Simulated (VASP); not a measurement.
Input for VASP

File KPOINTS:
```
Automatic mesh
0
Gamma
14 14 14
0 0 0
```

**INCAR**
```
! general
SYSTEM  = NbN
PREC    = Accurate
ENCUT   = 520
LREAL   = .False.
LASPH   = .True.

! electronic loop
EDIFF   = 1E-7
NELM    = 100
ALGO    = Normal
LMAXMIX = 4

! smearing
ISMEAR  = 1
SIGMA   = 0.1

! functional
GGA     = 91

! ions
ISIF    = 2

! output
LWAVE   = .False.
LCHARG  = .False.
```

File POSCAR:
```
NbN
1
    0.0000000000     2.2115797224     2.2115797224
    2.2115797224     0.0000000000     2.2115797224
    2.2115797224     2.2115797224     0.0000000000
Nb N
1 1
Direct
  0.0000000000   0.0000000000   0.0000000000
  0.5000000000   0.5000000000   0.5000000000
```

POTCAR, in this order: Nb_sv N (PBE.64 set). Program: vasp_std.

Task: Translate this PW91 calculation to Quantum ESPRESSO's pw.x.

Result: One equivalent input (not run):
```
&CONTROL
  calculation = 'scf'
  pseudo_dir = './pseudo'
  outdir = './out'
  tprnfor = .true.
  tstress = .true.
/
&SYSTEM
  ibrav = 0
  nat = 2
  ntyp = 2
  ecutwfc = 84
  occupations = 'smearing'
  smearing = 'methfessel-paxton'
  degauss = 0.00735
  input_dft = 'pw91'
/
&ELECTRONS
  conv_thr = 7.3e-09
  electron_maxstep = 100
/
ATOMIC_SPECIES
  Nb 92.906 Nb.upf
  N 14.007 N.upf
CELL_PARAMETERS angstrom
     0.0000000    2.2115797    2.2115797
     2.2115797    0.0000000    2.2115797
     2.2115797    2.2115797    0.0000000
ATOMIC_POSITIONS crystal
  Nb   0.0000000  0.0000000  0.0000000
  N    0.5000000  0.5000000  0.5000000
K_POINTS automatic
  14 14 14 0 0 0
```
Limits of the translation: the potentials are each code's own (VASP's PAW set, PseudoDojo norm-conserving files in pw.x), so ENCUT and ecutwfc are chosen apart and not converted; conv_thr bounds pw.x's estimated SCF error, while EDIFF bounds the energy change between steps.

The compound is NbN in the rock salt structure, the cubic δ form, which competes with hexagonal ones. It was relaxed first.
